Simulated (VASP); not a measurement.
An input for Ansatz (written as the equivalent of a VASP run, and not itself run):

Ansatz 0.2 input:
```yaml
crystal:
  lattice:
    - [3.3231050, 0.0000000, 0.0000000]
    - [0.0000000, 3.3231050, 0.0000000]
    - [0.0000000, 0.0000000, 3.3231050]
  atoms:
    - { symbol: Ni, position: [0.0000000, 0.0000000, 0.0000000], spin: 2, spin_axis: [0, 0, 1] }
    - { symbol: Te, position: [0.5000000, 0.5000000, 0.5000000] }
kpoints:
  mp_grid: { grid: [7, 7, 7] }
hamiltonian:
  xc: pbe
  pseudopotentials: { kind: paw }
magnetization: { noncollinear: true, spin_orbit: true }
scf:
  occupations: { method: fermi_dirac, width: 0.1 }
  max_iter: 100
output: { forces: true, stress: true, eigenvalues: true }
```

Task: Translate this input to VASP (INCAR, KPOINTS, POSCAR, choice of POTCAR).

Result: One answer among several that fit: 
POSCAR:
```
NiTe
1.0
  3.3231050000   0.0000000000   0.0000000000
  0.0000000000   3.3231050000   0.0000000000
  0.0000000000   0.0000000000   3.3231050000
Ni Te
1 1
Cart
  0.0000000000   0.0000000000   0.0000000000
  1.6615525000   1.6615525000   1.6615525000
```

**INCAR**
```
ALGO  =  Normal
EDIFF  =  1E-6
ENCUT  =  300
GGA  =  PE
GGA_COMPAT  =  .False.
ISIF  =  2
ISMEAR  =  -1
LASPH  =  .True.
LCHARG  =  .False.
LMAXMIX  =  4
LNONCOLLINEAR  =  .True.
LORBIT  =  11
LREAL  =  .False.
LSORBIT  =  .True.
LWAVE  =  .False.
MAGMOM  =  0.0 0.0 2.0 0.0 0.0 0.0
NELM  =  100
PREC  =  Accurate
SIGMA  =  0.1
SYSTEM  =  NiTe
```

KPOINTS:
```
Automatic mesh
0
Gamma
7 7 7
0 0 0
```

POTCAR, in this order: Ni Te (PBE.64 set). Program: vasp_ncl.

What does not carry over: each code has its own PAW files, so the cut-off isn't converted (ENCUT is set for VASP's; basis.ecutwfc is left out, and Ansatz then takes the one that its files recommend); Ansatz stops its SCF on the density residual and VASP on the energy change (EDIFF).

The structure was generated: NiTe was put into an ordered model structure, which need not be its known phase. The cell was not relaxed at this level. The run is one of a series of settings (GGA_COMPAT = .FALSE., ISPIN removed, LNONCOLLINEAR = .TRUE., LSORBIT = .TRUE., MAGMOM = 0.0 0.0 2.0 0.0 0.0 0.0, program vasp_ncl against the base run), some of them coarse on purpose.
